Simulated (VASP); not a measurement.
Method: HSE06 screened hybrid, VASP's PBE PAW potentials (set 64) (plane waves; VASP).

Input for VASP

**KPOINTS**
```
Automatic mesh
0
Gamma
1 1 1
0 0 0
```

### POSCAR
```
Al31As32Si
1
   11.4648462108     0.0000000000     0.0000000000
    0.0000000000    11.4648462108     0.0000000000
    0.0000000000     0.0000000000    11.4648462108
Al As Si
31 32 1
Direct
  0.4998943699   0.9999511874   0.0000926411
  0.7502679987   0.2498188197   0.0012871794
  0.7502090225   0.0008701215   0.2499546289
  0.9999185927   0.9999122160   0.9999844622
  0.2501721057   0.2501011210   0.9991672376
  0.4999282164   0.4999401370   0.0002328893
  0.7502362599   0.7502311925   0.9990221837
  0.2501248892   0.9990789735   0.2500344805
  0.5008363634   0.2505873921   0.2504929216
  0.7502102146   0.4995502836   0.2502910939
  0.4999506074   0.0000256104   0.4999460139
  0.7502645127   0.2502136182   0.4996558848
  0.7502312980   0.9988381707   0.7501251833
  0.9997439389   0.4998668849   0.0001390849
  0.2498390172   0.7503323347   0.0012416896
  0.9989612065   0.2501061567   0.2499908879
  0.2502461915   0.5006703122   0.2501060821
  0.4994599493   0.7502635585   0.2501140527
  0.9997292216   0.9998147493   0.5001169384
  0.2501087477   0.2501488806   0.5007932024
  0.7497970741   0.7497339030   0.5007750975
  0.2499491315   0.0009421460   0.7501457594
  0.4994769022   0.2499490656   0.7504337713
  0.7503201139   0.5000718848   0.7503303166
  0.0008935086   0.7502298143   0.2499364489
  0.0000093468   0.4999851961   0.4999175849
  0.2500897458   0.7504137645   0.4995287278
  0.0010445507   0.2498865219   0.7501635993
  0.2496848451   0.4997535094   0.7506280907
  0.5002575290   0.7502332654   0.7502430664
  0.9987641444   0.7503793214   0.7501522634
  0.6248743504   0.1254724618   0.1256488652
  0.8745954534   0.3750405394   0.1254949475
  0.8745981223   0.1254402818   0.3750621955
  0.1251247305   0.1251393238   0.1251728236
  0.3750758385   0.3749200729   0.1253623016
  0.6251224728   0.6251303468   0.1251666112
  0.8749319642   0.8749581402   0.1251193136
  0.3750645386   0.1253908652   0.3750664721
  0.6252138994   0.3755513420   0.3753787660
  0.8749469836   0.6252062862   0.3751758763
  0.6251015262   0.1251587784   0.6251715253
  0.8751829638   0.3748544829   0.6251456240
  0.8749041912   0.1251225928   0.8749275288
  0.1253058717   0.6249818337   0.1254192355
  0.3750001093   0.8747702394   0.1254677580
  0.1252790687   0.3749508986   0.3750321598
  0.3750268045   0.6254898001   0.3749136183
  0.6251834926   0.8748964705   0.3751492718
  0.1253637383   0.1252977454   0.6248967091
  0.3744605504   0.3748931724   0.6259386380
  0.6250384762   0.6249637099   0.6254837875
  0.8743607091   0.8744596254   0.6248471516
  0.3750558950   0.1253321924   0.8746758068
  0.6250744126   0.3747872516   0.8752459826
  0.8746955513   0.6249333516   0.8746983839
  0.1253809115   0.8748045957   0.3749995127
  0.1249986362   0.6252778936   0.6250862141
  0.3749455370   0.8750808447   0.6251270024
  0.1252108512   0.3750051594   0.8748675492
  0.3749340426   0.6251958358   0.8753018490
  0.6249281160   0.8747614126   0.8746753093
  0.1251084889   0.8749320085   0.8749443688
  0.4991390859   0.4998003315   0.5005653763
```

### INCAR
```
PREC = Normal
ISYM = 0
ENCUT = 400   ! plane-wave cut-off (eV)
LASPH = .True.   ! aspherical one-centre terms
SYSTEM = Al31As32Si
HFSCREEN = 0.2
ISMEAR = 0
NELECT = 258.0
LCHARG = .False.
LREAL = Auto   ! projection in real space or not
ALGO = Normal
LWAVE = .False.
AEXX = 0.25
NELMIN = 4
LMAXMIX = 4
PRECFOCK = Fast
GGA = PE   ! PBE
ISIF = 0
EDIFF = 1E-5
NELM = 50   ! most electronic steps
SIGMA = 0.05   ! width (eV)
LHFCALC = .True.
```

POTCAR, in this order: Al As Si (PBE.64 set). Program: vasp_gam. Read from the step before: WAVECAR.

The cell is charged, with a uniform compensating background. The supercell is sampled at Γ alone, which is coarse: total energies, pressure and levels can be off, energies of defects by several tenths of an eV.

Problem. What does the run give for the energy per atom (σ→0)?

Solution. 
```yaml
energy per atom (σ→0): -5.366 eV/atom
```

File OSZICAR:
```
...
DAV:   4    -0.343451936284E+03    0.11625E-01   -0.11899E-02   374   0.198E-01    0.122E+01
DAV:   5    -0.343447978370E+03    0.39579E-02   -0.19126E-03   376   0.791E-02    0.720E+00
DAV:   6    -0.343446543668E+03    0.14347E-02   -0.56867E-04   368   0.440E-02    0.421E+00
DAV:   7    -0.343446074953E+03    0.46871E-03   -0.27665E-04   368   0.299E-02    0.242E+00
DAV:   8    -0.343445940490E+03    0.13446E-03   -0.98062E-05   358   0.184E-02    0.139E+00
DAV:   9    -0.343445906499E+03    0.33991E-04   -0.30219E-05   222   0.117E-02    0.807E-01
DAV:  10    -0.343445905122E+03    0.13778E-05   -0.17626E-05   214   0.960E-03
   1 F= -.34344591E+03 E0= -.34344526E+03  d E =-.128245E-02
```

The cell is a supercell with a defect, built from AlAs (zinc blende): Si_Al, charge -1. The cell's shape comes from a PBE relaxation. The run is not spin-polarised, so no state with unpaired spins was tried.
